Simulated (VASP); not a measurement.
Input:

```
CELL_PARAMETERS angstrom
      1.49649    -2.59200     0.00000
      1.49649     2.59200     0.00000
      0.00000     0.00000     5.63036
ATOMIC_POSITIONS crystal
  Cd 0.33333 0.66667 0.25000
  Cd 0.66667 0.33333 0.75000
```

Method: r2SCAN meta-GGA, VASP's PBE PAW potentials (set 64) (plane waves; VASP 6.6.1). Run with 520 eV cut-off, 16×16×7 Γ-centred mesh, tetrahedra with Blöchl corrections, potentials Cd.

Problem. Estimate the energy per atom (σ→0), band gap (over mesh and band path) with the smallest direct gap where there is one.

Solution. 
The band gap (over mesh and band path) is none (metal, semimetal or under 0.01 eV). The energy per atom (σ→0) is -20098 meV/atom.

The absolute energy has meaning only against runs of the same code, potentials and settings.

The compound is Cd in the hcp structure. It was relaxed first.
